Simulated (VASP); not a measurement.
Consider the following.

```xyz
4
Lattice="2.5274 -6.6789 0.0000 2.5274 6.6789 0.0000 0.0000 0.0000 4.9809" Properties=species:S:1:pos:R:3 pbc="T T T"
Te     2.5274    -0.8549     1.2452
Te     2.5274     0.8549     3.7357
Os     2.5274    -4.7386     1.2452
Os     2.5274     4.7386     3.7357
```

Computed with PBE GGA, VASP's PBE PAW potentials (set 64) (plane waves; VASP). Run with 300 eV cut-off, 3×3×3 Γ-centred mesh, Fermi-Dirac smearing of 0.10 eV, potentials Te Os.

Give the energies of bands 4 to 17 at the high-symmetry points, in eV from the Fermi level.

```
band      Γ      Y     C0      Z     A0      T      S      R
----  -----  -----  -----  -----  -----  -----  -----  -----
4     -2.68  -2.84  -3.77  -3.65  -3.60  -3.96  -3.77  -3.54
5     -2.62  -2.58  -2.16  -1.95  -2.54  -1.86  -2.34  -2.59
6     -2.06  -2.24  -2.14  -1.95  -2.54  -1.86  -1.80  -2.59
7     -0.82  -0.74  -1.62  -1.08  -0.48  -0.64  -1.67  -0.49
8     -0.49  -0.40  -0.81  -1.08  -0.48  -0.64  -0.86  -0.49
9     -0.48  -0.37  -0.49  -0.35  -0.34  -0.40  -0.35  -0.41
10    -0.38  -0.26  -0.43  -0.35  -0.34  -0.40  -0.31  -0.41
11    -0.34  -0.23  -0.32  -0.15  -0.20  -0.36  -0.31  -0.18
12    -0.33  -0.21  -0.19  -0.15  -0.20  -0.36  -0.15  -0.18
13    -0.23  -0.16  -0.09  -0.10  -0.06  -0.10  -0.14  -0.04
14    -0.17  -0.16  -0.07  -0.10  -0.06  -0.10  -0.10  -0.04
15    -0.11  -0.13  -0.01   0.00   0.06   0.69  -0.01   0.09
16    -0.06  -0.03   0.08   0.00   0.06   0.69   0.11   0.09
17     0.02  -0.01   0.58   0.60   0.32   0.81   0.13   0.26
```

It has no gap at this level: it comes out as a metal or semimetal.

The structure was generated: TeOs was put into an ordered model structure, which need not be its known phase. The cell was not relaxed at this level. The k-mesh is coarse (spacing up to 0.44 per Å, 2π included), so the numbers may not be converged in it. VASP warned that the highest band is occupied, so more bands are needed.
